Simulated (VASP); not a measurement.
Level of theory: MS2 meta-GGA, VASP's PBE PAW potentials (set 64) (plane waves; VASP 6.6.1).

A VASP calculation is set up with these files.

**INCAR**
```
SYSTEM = BAs
PREC = Accurate; ENCUT = 520; LREAL = .FALSE.
LASPH = .TRUE.
EDIFF = 1E-7; NELM = 100; ALGO = Normal
LMAXMIX = 4; LMIXTAU = .TRUE.
ISMEAR = 0; SIGMA = 0.05
METAGGA = MS2
ISIF = 2
LWAVE = .FALSE.; LCHARG = .FALSE.
```

**KPOINTS**
```
K-points
0
Gamma
  10 10 10
```

**POSCAR**
```
BAs
3.4107790
  0.0000000000   0.7071068713   0.7071068713
  0.7071068713   0.0000000000   0.7071068713
  0.7071068713   0.7071068713   0.0000000000
B As
1 1
Cartesian
  0.0000000000   0.0000000000   0.0000000000
  0.3535534357   0.3535534357   0.3535534357
```

POTCAR, in this order: B As (PBE.64 set). Program: vasp_std.

Question: What does the run give for the energy per atom (σ→0), pressure?

Answer: 
The energy per atom (σ→0) is -7.099 eV/atom and the pressure comes out as -4.10 GPa.

**OSZICAR**
```
...
DAV:  16    -0.141987989976E+02    0.11425E-04   -0.45591E-06   784   0.313E-02    0.128E-03
DAV:  17    -0.141988050677E+02   -0.60700E-05   -0.11313E-06   768   0.165E-02    0.350E-04
DAV:  18    -0.141988036655E+02    0.14022E-05   -0.11875E-07   768   0.552E-03    0.296E-04
DAV:  19    -0.141988047333E+02   -0.10678E-05   -0.26577E-08   400   0.229E-03    0.122E-04
DAV:  20    -0.141988041739E+02    0.55942E-06   -0.62548E-09   376   0.887E-04    0.206E-05
DAV:  21    -0.141988042787E+02   -0.10482E-06   -0.15913E-09   376   0.545E-04    0.143E-05
DAV:  22    -0.141988042454E+02    0.33342E-07   -0.16811E-10   376   0.174E-04
   1 F= -.14198804E+02 E0= -.14198804E+02  d E =-.763275E-17
```

The compound is BAs in the zinc blende structure. This cell is one point of a volume scan, at 1.03 of the reference volume.
